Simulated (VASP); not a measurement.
An input for Quantum ESPRESSO's pw.x (written as the equivalent of a VASP run, and not itself run):

```
&CONTROL
  calculation = 'vc-relax'
  pseudo_dir = './pseudo'
  outdir = './out'
  tprnfor = .true.
  tstress = .true.
  nstep = 30
  forc_conv_thr = 0.00039
/
&SYSTEM
  ibrav = 0
  nat = 3
  ntyp = 2
  ecutwfc = 86
  occupations = 'smearing'
  smearing = 'gaussian'
  degauss = 0.003675
  input_dft = 'vdw-df2-b86r'
/
&ELECTRONS
  conv_thr = 7.3e-09
  electron_maxstep = 100
/
&IONS
/
&CELL
  cell_dofree = 'shape'
/
ATOMIC_SPECIES
  Sn 118.710 Sn.upf
  Se 78.971 Se.upf
CELL_PARAMETERS angstrom
     1.9700335   -3.4121984    0.0000000
     1.9700335    3.4121984   -0.0000000
     0.0000000   -0.0000000    6.2896447
ATOMIC_POSITIONS crystal
  Sn   1.0000000  1.0000000  0.0000000
  Se   0.3333330  0.6666670  0.2587653
  Se   0.6666670  0.3333330  0.7412347
K_POINTS automatic
  7 7 4 0 0 0
```

**Question.** Write the VASP files for the same calculation (rev-vdW-DF2).

**Answer.** This is not unique; one that fits is 
INCAR:
```
AGGAC = 0.0
ALGO = Normal
EDIFF = 1E-7
EDIFFG = -0.01
ENCUT = 520
GGA = MK
IBRION = 2
ISIF = 4
ISMEAR = 0
LASPH = T
LCHARG = F
LMAXMIX = 4
LREAL = F
LUSE_VDW = T
LWAVE = F
NELM = 100
NSW = 30
PARAM1 = 0.1234568
PARAM2 = 0.7114
PREC = Accurate
SIGMA = 0.05
SYSTEM = SnSe2
ZAB_VDW = -1.8867
```

File KPOINTS:
```
Automatic mesh
0
Gamma
7 7 4
0 0 0
```

**POSCAR**
```
SnSe2
1
    1.9700335145    -3.4121983647     0.0000000000
    1.9700335145     3.4121983647    -0.0000000000
    0.0000000000    -0.0000000000     6.2896447288
Sn Se
1 2
Direct
  1.0000000000   1.0000000000   0.0000000000
  0.3333330000   0.6666670000   0.2587652771
  0.6666670000   0.3333330000   0.7412347229
```

POTCAR, in this order: Sn_d Se (PBE.64 set). Program: vasp_std.

What does not carry over: the potentials are each code's own (VASP's PAW set, PseudoDojo norm-conserving files in pw.x), so ENCUT and ecutwfc are chosen apart and not converted; conv_thr bounds pw.x's estimated SCF error, while EDIFF bounds the energy change between steps; forc_conv_thr acts on force components and is met together with etot_conv_thr.

The compound is SnSe2 in the 1T layered structure. This cell is one point of a volume scan, at 1.06 of the reference volume. Symmetry was kept, so distortions that lower it aren't found.
